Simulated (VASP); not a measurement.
Input for VASP

### POSCAR
```
SiC
1.0
  1.5371876964  -2.6624869487   0.0266248695
  1.5371876964   2.6624869487  -0.0266248695
  0.0000000000  -0.0504708492   5.0470849236
Si C
2 2
Direct
  0.6666670000   0.3333330000   0.4996030278
  0.3333330000   0.6666670000   0.9996030278
  0.6666670000   0.3333330000   0.8753969722
  0.3333330000   0.6666670000   0.3753969722
```

File KPOINTS:
```
Regular mesh
0
gamma
  8 8 4
0 0 0
```

INCAR:
```
SIGMA = 0.05   ! width (eV)
PREC = Accurate
LREAL = .False.   ! projection in real space or not
LWAVE = .False.
LASPH = .True.
ENCUT = 600
SYSTEM = SiC
NELM = 100
METAGGA = R2SCAN
LCHARG = .False.
ISMEAR = 0
LMIXTAU = .True.
EDIFF = 1E-7   ! SCF stop (eV)
ISIF = 2   ! forces and stress, cell fixed
ALGO = Normal   ! blocked Davidson
```

POTCAR, in this order: Si C (PBE.64 set). Program: vasp_std.

**Question.** Write an equivalent input for Ansatz.

**Answer.** One equivalent input (not run):
Ansatz 0.2 input:
```yaml
crystal:
  lattice:
    - [1.5371877, -2.6624869, 0.0266249]
    - [1.5371877, 2.6624869, -0.0266249]
    - [0.0000000, -0.0504708, 5.0470849]
  atoms:
    - { symbol: Si, position: [0.6666670, 0.3333330, 0.4996030] }
    - { symbol: Si, position: [0.3333330, 0.6666670, 0.9996030] }
    - { symbol: C, position: [0.6666670, 0.3333330, 0.8753970] }
    - { symbol: C, position: [0.3333330, 0.6666670, 0.3753970] }
kpoints:
  mp_grid: { grid: [8, 8, 4] }
hamiltonian:
  xc: r2scan
  pseudopotentials: { kind: paw }
scf:
  occupations: { method: gaussian, width: 0.05 }
  max_iter: 100
output: { forces: true, stress: true, eigenvalues: true }
```
What does not carry over: each code has its own PAW files, so the cut-off isn't converted (ENCUT is set for VASP's; basis.ecutwfc is left out, and Ansatz then takes the one that its files recommend); Ansatz stops its SCF on the density residual and VASP on the energy change (EDIFF).

The compound is SiC in the wurtzite structure, the rare 2H polytype. This cell was strained or had an atom moved on purpose.
